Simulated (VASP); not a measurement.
Input:

```yaml
crystal:
  lattice:
    - [0.00000, 2.80792, 2.80792]
    - [2.80792, 0.00000, 2.80792]
    - [2.80792, 2.80792, 0.00000]
  atoms:
    - { symbol: Cu, position: [0.00000, 0.00000, 0.00000] }
    - { symbol: Cl, position: [0.25000, 0.25000, 0.25000] }
```

Calculation: revPBE GGA, VASP's PBE PAW potentials (set 64) (plane waves; VASP). Numerical set-up: 520 eV cut-off, 8×8×8 Γ-centred mesh, Gaussian smearing of 0.050 eV, potentials Cu Cl.

Problem. The job: CuCl (zinc blende), 2 atoms, revPBE, static run, 520 eV, 8×8×8 Γ-centred mesh. Roughly how much core time does it take on a busy server core?

Solution. About 10 core-seconds (one run on a shared machine, a rough figure). It had 29 irreducible k-points, 13 bands, up to 1243 plane waves and 14 electronic steps.

The compound is CuCl in the zinc blende structure. This cell is one point of a volume scan, at 1.06 of the reference volume.
